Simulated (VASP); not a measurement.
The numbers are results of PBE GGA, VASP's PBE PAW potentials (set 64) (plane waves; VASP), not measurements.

A VASP calculation is set up with these files.

KPOINTS:
```
Automatic
0
Gamma
 16 16 16
```

POSCAR:
```
Ir
1.0
  0.0000000000   1.9195927862   1.9195927862
  1.9195927862   0.0000000000   1.9195927862
  1.9195927862   1.9195927862   0.0000000000
Ir
1
Direct
  0.0000000000   0.0000000000   0.0000000000
```

**INCAR**
```
! general
SYSTEM =Ir
PREC   =Accurate
ENCUT  =500
LREAL  =.FALSE.
LASPH  =.TRUE.

! electronic loop
EDIFF  =1E-6
NELM   =100
ALGO   =Normal
LMAXMIX=6

! smearing
ISMEAR =1
SIGMA  =0.1

! functional
GGA    =PE

! ions
IBRION =2
NSW    =40
ISIF   =3
EDIFFG =-0.02
PSTRESS=200

! output
LWAVE  =.FALSE.
LCHARG =.FALSE.
```

POTCAR, in this order: Ir (PBE.64 set). Program: vasp_std.

**Question.** What will the output report for the number of irreducible k-points (NKPTS), largest plane-wave count, number of space-group operations, FFT grid (NGX, NGY, NGZ)?

**Answer.** 
```
Item                                           Value
--------------------------------------  ------------
number of irreducible k-points (NKPTS)           145
largest plane-wave count                         370
number of space-group operations                  48
FFT grid (NGX, NGY, NGZ)                20 × 20 × 20
```

The compound is Ir in the fcc structure. This run relaxes it under an external pressure of 20 GPa. Symmetry was kept, so distortions that lower it aren't found.
